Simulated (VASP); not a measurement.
Shape and ions are relaxed at each volume.

Input:

```yaml
crystal:
  lattice:
    - [1.48434, -2.57096, 0.00000]
    - [1.48434, 2.57096, 0.00000]
    - [0.00000, 0.00000, 4.70841]
  atoms:
    - { symbol: Ti, position: [0.33333, 0.66667, 0.25000] }
    - { symbol: Ti, position: [0.66667, 0.33333, 0.75000] }
```

Calculation: vdW-DF2, VASP's PBE PAW potentials (set 64) (plane waves; VASP). Numerical set-up: 520 eV cut-off, 14×14×8 Γ-centred mesh, first-order Methfessel-Paxton smearing of 0.10 eV, potentials Ti_sv.

Task: Give the energy at these volumes per atom, relative to the lowest: 16.87, 17.41, 17.95, 18.49, 19.03 Å³.

Result: 24.5, 6.0, 0.0, 4.8, 18.9 meV/atom. A third-order Birch-Murnaghan fit gives B0 = 106 GPa and B0′ = 3.7.

Measured: bulk modulus 108 GPa at 0 K (computed value off by -1.8 %), as given by Vázquez-Parga, Fernández-Martínez, Viñes, J. Chem. Theory Comput. (2023), doi:10.1021/acs.jctc.3c00612, Supporting … [zero-point energy and finite temperature contributions removed].

The compound is Ti in the hcp structure. It was relaxed first.
